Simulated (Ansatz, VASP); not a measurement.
## InNi3N in two plane-wave programs

One calculation is typed for both programs; each brings its own data sets. How far apart do they land? The cell is taken from a series of runs on this material, whose earlier steps may have relaxed, scaled, displaced or heated it; both programs get it as it stands.

Calculated with Ansatz 0.2.0; plane waves, with VASP 6.6.1 beside it; single point at PBEsol.

### Step 1. The structure

Symmetry: Pm-3m, No. 221, cubic system. The conventional cell has a = 3.840 Å, b = 3.840 Å, c = 3.840 Å, α = 90.00°, β = 90.00°, γ = 90.00°. Nearest to In lie 12 Ni at 2.72 Å. Nearest to Ni lie 2 N at 1.92 Å. N has 6 Ni at 1.92 Å nearest. Farther neighbours and most contacts between anions are not listed.

### Step 2. Ansatz: single point, PBEsol, pair 1

Ansatz runs on its PAW soft_1 files.

With cell and atoms fixed, the geometry can't cause a difference; cores, projectors, grids and the points listed under the comparison can.

Input file input.yaml:

```yaml
crystal:
  lattice:
    - [3.83985571, 0.0, 0.0]
    - [0.0, 3.83985571, 0.0]
    - [0.0, 0.0, 3.83985571]
  atoms:
    - { symbol: In, position: [0.0, 0.0, 0.0] }
    - { symbol: Ni, position: [0.5, 0.5, 0.0] }
    - { symbol: Ni, position: [0.5, 0.0, 0.5] }
    - { symbol: Ni, position: [0.0, 0.5, 0.5] }
    - { symbol: "N", position: [0.5, 0.5, 0.5] }
kpoints:
  mp_grid: { grid: [6, 6, 6] }
hamiltonian:
  xc: pbesol
  pseudopotentials: { kind: paw, azcp: { folder: soft_1 }, xc_functional: pbe }
scf:
  occupations: { method: gaussian, width: 0.1 }
output:
  forces: true
  stress: true
  eigenvalues: true
```

Command:

```console
$ ansatz run input.yaml --threads 4 --pin off --max-ram 10240MiB --backend cpu --events-out ev --progress --plain --runs-dir out
```

Numbers of over 12 decimals in the logs are rounded to 6 here.

What it wrote:

```text
Engine: ansatz 0.2.0, aarch64-unknown-linux-gnu
Pseudopotentials: kind: paw
Pseudopotential: In, paw, valence charge 13, recommended cutoff 420 eV (normal), soft_1/In.paw.azcp
Pseudopotential: Ni, paw, valence charge 18, recommended cutoff 420 eV (normal), soft_1/Ni.paw.azcp
Pseudopotential: N, paw, valence charge 5, recommended cutoff 420 eV (normal), soft_1/N.paw.azcp
Functional definition: PBEsol
  exchange = pbesol_x
  correlation = pbesol_c
Crystal: 5 atoms, lattice volume = 56.617 Å³
Basis set: ecut = 420 eV, 1141 PW (Γ), exchange–correlation on 54×54×54 points (8 copies of the dense FFT grid, shifted against one another)
Bands: 44, of which v1, the nominal top of the filled ones, is band 36 counted from 1 (35 counted from 0)
Symmetry: 48 space group operations
Space group: Pm-3m (ITA 221), of the structure as read, at distance tolerance 3.8e-5 Å
k-points: 20 of 216
Non-local potential: In, projectors of the file, l = 0: 2, l = 1: 2, l = 2: 2, l = 3: 1
Non-local potential: Ni, projectors of the file, l = 0: 3, l = 1: 2, l = 2: 3, l = 3: 1
Non-local potential: N, projectors of the file, l = 0: 2, l = 1: 2, l = 2: 1
PAW form: soft (Blöchl's): semilocal exchange-correlation on the pseudo side does not see the compensation charge
PAW frozen core: In, regenerated for the run's functional, and the local potential with it (the file was generated under x = pbe(κ = 0.804, μ = 0.219515), c = pbe(β = 0.066725))
PAW frozen core: Ni, regenerated for the run's functional, and the local potential with it (the file was generated under x = pbe(κ = 0.804, μ = 0.219515), c = pbe(β = 0.066725))
PAW frozen core: N, regenerated for the run's functional, and the local potential with it (the file was generated under x = pbe(κ = 0.804, μ = 0.219515), c = pbe(β = 0.066725))
PAW one-centre angular grid: In, 590 points (default); XC on 64 Gauss nodes
PAW one-centre angular grid: Ni, 590 points (default); XC on 64 Gauss nodes
PAW one-centre angular grid: N, 110 points (default); XC on 64 Gauss nodes
Initial density: superposition of atomic densities (chi_scale 0.1, normalization cell, long waves kept (reshape's long-wave potential 0.01 eV rms))
Initial wavefunctions: pseudopotential atomic-orbital guess
Functional: x = pbesol(κ = 0.804, μ = 0.123457), c = pbesol(β = 0.046)
SCF iter   1: F=—  HF=-23321.330901 eV  |F-HF|=—  |Δ(HF+E_count)|=         —  Δρ=1.38e-1  dr2=8.37e0  ethr=3.10e-3  ⟨swp⟩=6.2  Hψ=2995  notcnv=0  defer=2
preconditioner: auto → Resta (q_TF=auto, 2.840 Å⁻¹)  ε∞=10.7  [insulator: Δε(μ)=0.173 eV  Ē_g=10.967 eV  σ=0.100 eV  W_gap=0.67  n_scr=26 (ndim 8)  ℏωp=34.2 eV  f_vac=0.000  D(μ)=2.09/eV (n_scr^D=18)  ε∞_Penn≈10.7]
SCF iter   2: F=—  HF=-23320.061745 eV  |F-HF|=—  |Δ(HF+E_count)|=    1.27e0  Δρ=5.08e-2  dr2=1.36e0  ethr=3.10e-3  ⟨swp⟩=3.0  Hψ=1414  notcnv=0  defer=56
preconditioner: auto → Kerker (q_TF=auto, 2.840 Å⁻¹)  [metal: Δε(μ)=0.029 eV  Ē_g=10.853 eV  σ=0.100 eV  W_gap=0.16  n_scr=26 (ndim 8)  ℏωp=34.2 eV  f_vac=0.000  D(μ)=2.27/eV (n_scr^D=18)]
SCF iter   3: F=—  HF=-23319.740095 eV  |F-HF|=—  |Δ(HF+E_count)|=   3.22e-1  Δρ=1.76e-2  dr2=2.01e-1  ethr=1.89e-3  ⟨swp⟩=2.0  Hψ=1158  notcnv=0  defer=56
SCF iter   4: F=—  HF=-23319.702778 eV  |F-HF|=—  |Δ(HF+E_count)|=   3.73e-2  Δρ=5.12e-3  dr2=8.64e-3  ethr=2.80e-4  ⟨swp⟩=2.1  Hψ=1229  notcnv=0  defer=53
SCF iter   5: F=—  HF=-23319.702488 eV  |F-HF|=—  |Δ(HF+E_count)|=   2.90e-4  Δρ=1.05e-3  dr2=5.62e-4  ethr=1.20e-5  ⟨swp⟩=2.2  Hψ=1611  notcnv=0  defer=53
SCF iter   6: F=—  HF=-23319.702349 eV  |F-HF|=—  |Δ(HF+E_count)|=   1.39e-4  Δρ=4.03e-4  dr2=1.02e-4  ethr=7.80e-7  ⟨swp⟩=2.0  Hψ=1339  notcnv=0  defer=53
SCF iter   7: F=—  HF=-23319.702344 eV  |F-HF|=—  |Δ(HF+E_count)|=   4.95e-6  Δρ=1.51e-4  dr2=1.29e-5  ethr=1.42e-7  ⟨swp⟩=2.5  Hψ=1455  notcnv=0  defer=53
SCF iter   8: F=—  HF=-23319.702380 eV  |F-HF|=—  |Δ(HF+E_count)|=   3.65e-5  Δρ=3.93e-5  dr2=8.50e-7  ethr=1.80e-8  ⟨swp⟩=2.0  Hψ=1119  notcnv=0  defer=53
SCF iter   9: F=-23319.702380 eV  HF=-23319.702380 eV  |F-HF|=5.02e-8  |Δ(HF+E_count)|=   1.51e-7  Δρ=1.33e-5  dr2=8.10e-8  ethr=1.39e-10  ⟨swp⟩=10.0  Hψ=4095  notcnv=0
SCF 1 converged in 9 iterations: F = -23319.702380 eV  dr2 = 8.10e-8
  greatest PAW one-centre occupation: 1.001 electrons in one spin orbital (limit 2), on the Ni atom at site 3 (counted from 0), in its partial waves of l = 1
SCF converged after 9 iterations
Free energy (F): -23319.702380 eV
Harris-Foulkes:  -23319.702380 eV  (|F-HF|=5.02e-8)
Internal energy: -23319.688147 eV  (E = F + TS)
E sigma→0 (E₀):  -23319.695263 eV
Entropy (-TS):   -0.014233 eV (-2.847 meV/atom)
Fermi energy:    17.081933 eV
--- Per-component energies (eV) ---
  E_band       = -829.715042
  E_kinetic    = 1373.814812
  E_local      = -10260.672009  (includes V_loc(G=0)·N_el)
  E_nonlocal   = 22.709754
  E_hartree    = 5369.052313
  E_xc         = -537.565582
  E_vxc        = -601.538016  (∫ρ·V_xc dr)
  E_paw        = -9135.331588  (= ΣΔE_a)
  E_vpaw       = -2102.159320  (= ΣTr[D̂ρ^β])
  E_aug_tail   = 0.003703  (compensation charges beyond the density's cutoff)
  E_ewald      = -10152.555420
  E_core_change = 0.855870  (= ΣΔE_core)
  E_smearing   = -0.014233  (= −TS)
  E_closure    = 0.000000  (closes the sum)
  Σ components = -23319.702380   (vs F -23319.702380, Δ=0.00e0)
--- Forces (eV/Å), atoms counted from 1 ---
  atom   1  In     0.00000000    -0.00000000     0.00000000
  atom   2  Ni     0.00000000    -0.00000000    -0.00000000
  atom   3  Ni     0.00000000    -0.00000000    -0.00000000
  atom   4  Ni     0.00000000    -0.00000000     0.00000000
  atom   5  N     -0.00000000    -0.00000000     0.00000000
  max |Σ_I F_I| component: 2.35e-28 eV/Å
--- Stress (GPa, compression-positive) ---
       -3.263637       0.000000       0.000000
       -0.000000      -3.263637       0.000000
        0.000000       0.000000      -3.263637
  P = ⅓ Tr σ = -3.2636 GPa (-32.636 kbar)
--- Band table (eV; the first three rows and the last of 20) ---
  k-point 0: bands = [... 32 lower, 16.1836, 16.1836, 16.1836, 16.3301, 17.8681, 19.3700, 19.3700, 19.3700, ... 4 higher]
  k-point 1: bands = [... 32 lower, 16.1838, 16.1993, 16.1993, 16.2322, 18.0051, 18.6416, 19.7327, 19.7327, ... 4 higher]
  k-point 2: bands = [... 32 lower, 15.9705, 16.1843, 16.2500, 16.2500, 18.1726, 18.3285, 20.4772, 20.4772, ... 4 higher]
  k-point 19: bands = [... 32 lower, 15.7332, 16.1748, 16.1748, 16.1748, 17.6678, 17.6678, 17.6678, 18.4366, ... 4 higher]
```

Reading the cycles: dr2 is the Hartree energy of the density residual (eV), the measure of convergence; HF is the Harris–Foulkes estimate of the energy, which meets the free energy F at convergence.

The run ends at a pressure of -3.26 GPa.

### Step 3. VASP: single point, PBEsol, pair 1

The same cell, functional, mesh and smearing now go to VASP, with its own data sets.

Lines of VASP's logs that name or quote its potential files are left out, and so is its time.

Input file INCAR:

```
SYSTEM = InNi3N
PREC = Accurate
ENCUT = 600
EDIFF = 1E-06
NELM = 120
ISMEAR = 0
SIGMA = 0.1
LREAL = .FALSE.
ALGO = Normal
GGA = PS
NBANDS = 30
LASPH = .TRUE.
LORBIT = 11
LWAVE = .FALSE.
LCHARG = .FALSE.
ISIF = 2
GGA_COMPAT = .FALSE.
KPAR = 2
```

Input file POSCAR:

```
InNi3N
1.0
    3.8398557100      0.0000000000      0.0000000000
    0.0000000000      3.8398557100      0.0000000000
    0.0000000000      0.0000000000      3.8398557100
In Ni N
1 3 1
Direct
    0.0000000000      0.0000000000      0.0000000000
    0.5000000000      0.5000000000      0.0000000000
    0.5000000000      0.0000000000      0.5000000000
    0.0000000000      0.5000000000      0.5000000000
    0.5000000000      0.5000000000      0.5000000000
```

Input file KPOINTS:

```
Automatic mesh
0
Gamma
6 6 6
0 0 0
```

PAW data sets: In_d, Ni and N (PBE family, release 64).

Command:

```console
$ mpirun -np 2 vasp_std
```

What it wrote:

```text
[banner, memory and clock lines left out]
running    2 mpi-ranks, on    1 nodes
 distrk:  each k-point on    1 cores,    2 groups
 distr:  one band on    1 cores,    1 groups

 POSCAR found type information on POSCAR InNiN
 POSCAR found :  3 types and       5 ions
|                                                                             |
|               ----> ADVICE to this user running VASP <----                  |
|                                                                             |
|     You enforced a specific xc type in the INCAR file but a different       |
|     [... a line on the potential file left out ...]
|     I HOPE YOU KNOW WHAT YOU ARE DOING!                                     |
|                                                                             |

 LDA part: xc-table for (Slater+PW92), standard interpolation
 POSCAR, INCAR and KPOINTS ok, starting setup
 FFT: planning ... GRIDC
 FFT: planning ... GRID_SOFT
 FFT: planning ... GRID
 WAVECAR not read
 entering main loop
       N       E                     dE             d eps       ncg     rms          rms(c)
DAV:   1     0.422472885663E+03    0.42247E+03   -0.24247E+04  1200   0.260E+03
DAV:   2     0.151761198073E+02   -0.40730E+03   -0.38905E+03  1200   0.492E+02
DAV:   3    -0.330468387324E+02   -0.48223E+02   -0.45961E+02  1440   0.190E+02
DAV:   4    -0.352608765961E+02   -0.22140E+01   -0.21681E+01  1366   0.400E+01
DAV:   5    -0.353357965131E+02   -0.74920E-01   -0.74885E-01  1578   0.728E+00    0.227E+01
DAV:   6    -0.347880189455E+02    0.54778E+00   -0.44695E+01  1546   0.976E+01    0.193E+01
DAV:   7    -0.309019152535E+02    0.38861E+01   -0.14579E+01  1468   0.679E+01    0.650E+00
DAV:   8    -0.309027004290E+02   -0.78518E-03   -0.14862E+00  1366   0.853E+00    0.264E+00
DAV:   9    -0.308764502066E+02    0.26250E-01   -0.50508E-02  1918   0.262E+00    0.116E+00
DAV:  10    -0.308746148907E+02    0.18353E-02   -0.22522E-02  1710   0.146E+00    0.599E-01
DAV:  11    -0.308746233082E+02   -0.84174E-05   -0.21536E-03  1560   0.613E-01    0.605E-02
DAV:  12    -0.308745018363E+02    0.12147E-03   -0.48683E-04  1788   0.387E-01    0.551E-02
DAV:  13    -0.308744946113E+02    0.72250E-05   -0.50670E-05  1762   0.844E-02    0.134E-02
DAV:  14    -0.308744953004E+02   -0.68911E-06   -0.12797E-05  1340   0.227E-02    0.101E-02
DAV:  15    -0.308744941280E+02    0.11724E-05   -0.72174E-07   768   0.909E-03    0.689E-03
DAV:  16    -0.308744937460E+02    0.38203E-06   -0.58743E-07   828   0.110E-02
   1 F= -.30874494E+02 E0= -.30867343E+02  d E =-.143007E-01
```

Parts of OUTCAR (step 3):

```text
ion  position               nearest neighbor table
   1  0.000  0.000  0.000-   2 2.72   3 2.72   4 2.72   3 2.72   4 2.72   2 2.72   4 2.72   4 2.72
                             2 2.72   3 2.72   3 2.72   2 2.72
   2  0.500  0.500  0.000-   5 1.92   5 1.92   4 2.72   1 2.72   3 2.72   4 2.72   3 2.72   1 2.72
                             3 2.72   3 2.72   1 2.72   4 2.72   4 2.72   1 2.72
   3  0.500  0.000  0.500-   5 1.92   5 1.92   4 2.72   1 2.72   1 2.72   2 2.72   2 2.72   4 2.72
                             2 2.72   2 2.72   1 2.72   4 2.72   1 2.72   4 2.72
   4  0.000  0.500  0.500-   5 1.92   5 1.92   3 2.72   1 2.72   1 2.72   2 2.72   1 2.72   3 2.72
                             1 2.72   2 2.72   3 2.72   2 2.72   2 2.72   3 2.72
   5  0.500  0.500  0.500-   2 1.92   3 1.92   4 1.92   2 1.92   3 1.92   4 1.92

  LATTYP: Found a simple cubic cell.
 ALAT       =     3.8398557100

 Subroutine GETGRP returns: Found 48 space group operations
 (whereof 48 operations were pure point group operations)

The static configuration has the point symmetry O_h .

 Found     20 irreducible k-points:

   k-points           NKPTS =     20   k-points in BZ     NKDIM =     20   number of bands    NBANDS=     30

   dimension x,y,z NGX =    32 NGY =   32 NGZ =   32
   dimension x,y,z NGXF=    64 NGYF=   64 NGZF=   64

   ENCUT  =  600.0 eV  44.10 Ry    6.64 a.u.   7.67  7.67  7.67*2*pi/ulx,y,z

   NELECT =      48.0000    total number of electrons

 k-points in reciprocal lattice and weights: Automatic mesh
   0.00000000  0.00000000  0.00000000       0.005
   0.16666667  0.00000000  0.00000000       0.028
   0.33333333  0.00000000  0.00000000       0.028
   0.50000000  0.00000000  0.00000000       0.014
   0.16666667  0.16666667  0.00000000       0.056
   0.33333333  0.16666667  0.00000000       0.111
   0.50000000  0.16666667  0.00000000       0.056
   0.33333333  0.33333333  0.00000000       0.056
   0.50000000  0.33333333  0.00000000       0.056
[...]
0.50000000  0.50000000  0.33333333       0.028
   0.50000000  0.50000000  0.50000000       0.005

 average (electrostatic) potential at core
       1 -90.8095       2 -80.8688       3 -80.8688       4 -80.8688       5 -59.9273

 E-fermi :  10.4779

 k-point     1 :       0.0000    0.0000    0.0000
  band No.  band energies     occupation
    ...
     20       8.9085      2.00000
     21       9.5703      2.00000
     22       9.5703      2.00000
     23       9.5703      2.00000
     24       9.7274      2.00000
     25      11.2460      0.00000
     26      12.7963      0.00000
     27      12.7963      0.00000
     28      12.7963      0.00000
     29      15.4363      0.00000
    ...

 k-point     2 :       0.1667    0.0000    0.0000
  band No.  band energies     occupation
    ...
     20       8.8691      2.00000
     21       9.5705      2.00000
     22       9.5875      2.00000
     23       9.5875      2.00000
     24       9.6303      2.00000
     25      11.3858      0.00000
     26      12.0564      0.00000
     27      13.1562      0.00000
     28      13.1562      0.00000
     29      15.5285      0.00000
    ...

 k-point     3 :       0.3333    0.0000    0.0000
  band No.  band energies     occupation
    ...
     20       8.7871      2.00000
     21       9.3710      2.00000
     22       9.5710      2.00000
     23       9.6421      2.00000
     24       9.6421      2.00000
     25      11.5675      0.00000
     26      11.7182      0.00000
     27      13.8942      0.00000
     28      13.8942      0.00000
     29      15.8550      0.00000
    ...

  Total       -1.1036364     -1.1036364     -1.1036364      0.0000000      0.0000000     -0.0000000
  in kB      -31.2314300    -31.2314300    -31.2314300      0.0000000      0.0000000     -0.0000000
  external PRESSURE =     -31.2314300 kB  Pullay stress =       0.0000000 kB

  energy-cutoff  :      600.00
  volume of cell :       56.62
      direct lattice vectors                 reciprocal lattice vectors
     3.839855710  0.000000000  0.000000000     0.260426452  0.000000000  0.000000000
     0.000000000  3.839855710  0.000000000     0.000000000  0.260426452  0.000000000
     0.000000000  0.000000000  3.839855710     0.000000000  0.000000000  0.260426452

 POSITION                                       TOTAL-FORCE (eV/Angst)
 -----------------------------------------------------------------------------------
      0.00000      0.00000      0.00000         0.000000      0.000000      0.000000
      1.91993      1.91993      0.00000         0.000000      0.000000      0.000000
      1.91993      0.00000      1.91993         0.000000      0.000000      0.000000
      0.00000      1.91993      1.91993         0.000000      0.000000      0.000000
      1.91993      1.91993      1.91993         0.000000      0.000000      0.000000
 -----------------------------------------------------------------------------------
    total drift:                                0.000000     -0.000000     -0.000000

  FREE ENERGIE OF THE ION-ELECTRON SYSTEM (eV)
  ---------------------------------------------------
  free  energy   TOTEN  =       -30.8744937460 eV

  energy  without entropy=      -30.8601930701  energy(sigma->0) =      -30.86734341

 total charge
# of ion       s       p       d       tot
------------------------------------------
    1        0.831   0.822   9.907  11.559
    2        0.414   0.535   8.500   9.449
    3        0.414   0.535   8.500   9.449
    4        0.414   0.535   8.500   9.449
    5        1.212   2.446   0.000   3.658
--------------------------------------------------
tot          3.284   4.873  35.407  43.564

[... 3 further parts left out ...]
```

This run has no spin polarisation, so a moment on Ni, if there is one, isn't seen.

### Step 4. Comparison

Known differences besides the potentials themselves: the data sets hold 72 valence electrons in Ansatz (on its PAW soft_1 files) and 48 in VASP; the cutoff is 420 eV in Ansatz and 600 eV in VASP; Ansatz makes its cores anew for this functional, VASP keeps those of its PBE data sets. Total energies have different zeros and are not compared.

Compared:

| quantity | Ansatz | VASP | difference |
| --- | --- | --- | --- |
| pressure (GPa) | -3.26 | -3.12 | -0.14 |

### Step 5. VASP: single point, PBEsol, pair 2

With cell and atoms fixed, the geometry can't cause a difference; cores, projectors, grids and the points listed under the comparison can. The cell compared in this pair holds 54.02 Å³, against 56.62 Å³ for the pair before.

Changes to INCAR since step 3:

```diff
@@ -5,4 +5,4 @@
 NELM = 120
-ISMEAR = 0
-SIGMA = 0.1
+ISMEAR = 1
+SIGMA = 0.2
 LREAL = .FALSE.
```

Changes to POSCAR since step 3:

```diff
@@ -2,5 +2,5 @@
 1.0
-    3.8398557100      0.0000000000      0.0000000000
-    0.0000000000      3.8398557100      0.0000000000
-    0.0000000000      0.0000000000      3.8398557100
+    3.7802506070      0.0000000000      0.0000000000
+    0.0000000000      3.7802506070      0.0000000000
+    0.0000000000      0.0000000000      3.7802506070
 In Ni N
```

Input file KPOINTS:

```
Automatic mesh
0
Gamma
12 12 12
0 0 0
```

Command:

```console
$ mpirun -np 2 vasp_std
```

What it wrote:

```text
[banner, memory and clock lines left out]
running    2 mpi-ranks, on    1 nodes
[...]
[... a notice as in an earlier step ...]

 LDA part: xc-table for (Slater+PW92), standard interpolation
 POSCAR, INCAR and KPOINTS ok, starting setup
[...]
entering main loop
       N       E                     dE             d eps       ncg     rms          rms(c)
DAV:   1     0.419880876863E+03    0.41988E+03   -0.24171E+04  5120   0.262E+03
DAV:   2     0.140838813381E+02   -0.40580E+03   -0.38620E+03  5064   0.493E+02
DAV:   3    -0.331177482437E+02   -0.47202E+02   -0.44998E+02  5872   0.189E+02
DAV:   4    -0.352458991130E+02   -0.21282E+01   -0.20983E+01  5716   0.403E+01
[...]
DAV:  13    -0.308585632564E+02    0.11196E-04   -0.65144E-05  8018   0.936E-02    0.300E-02
DAV:  14    -0.308585646726E+02   -0.14162E-05   -0.13200E-05  5762   0.233E-02    0.341E-02
DAV:  15    -0.308585649316E+02   -0.25904E-06   -0.24101E-06  5252   0.107E-02
   1 F= -.30858565E+02 E0= -.30858841E+02  d E =0.827777E-03
```

OUTCAR, selected parts (step 5):

```text
  Total        2.4057221      2.4057221      2.4057221     -0.0000000     -0.0000000      0.0000000
  in kB       71.3500477     71.3500477     71.3500477     -0.0000000     -0.0000000      0.0000000
  external PRESSURE =      71.3500477 kB  Pullay stress =       0.0000000 kB

 POSITION                                       TOTAL-FORCE (eV/Angst)
 -----------------------------------------------------------------------------------
      0.00000      0.00000      0.00000         0.000000      0.000000      0.000000
      1.89013      1.89013      0.00000         0.000000      0.000000      0.000000
      1.89013      0.00000      1.89013         0.000000      0.000000      0.000000
      0.00000      1.89013      1.89013         0.000000      0.000000      0.000000
      1.89013      1.89013      1.89013         0.000000      0.000000      0.000000
 -----------------------------------------------------------------------------------
    total drift:                                0.000000      0.000000     -0.000000

  FREE ENERGIE OF THE ION-ELECTRON SYSTEM (eV)
  ---------------------------------------------------
  free  energy   TOTEN  =       -30.8585649316 eV

  energy  without entropy=      -30.8593927089  energy(sigma->0) =      -30.85884086

[... 3 further parts left out ...]
[key lines of the parts left out:]
E-fermi :  11.2050
```

The run ends at a pressure of 7.14 GPa.

[end of part 1 of 2]

[Lines on the potential files, build, host, timing and source positions are cut from VASP's logs without a mark.]

[Logs are printed without paths, hosts, clocks, repeated set-up lines and the standing remarks that a program may print on its own settings, such as how far it seeks lower states.]

[Hosts, paths, dates, database ids (printed as entryN), source tags and the programs' standing remarks are cut or masked in the printed files.]
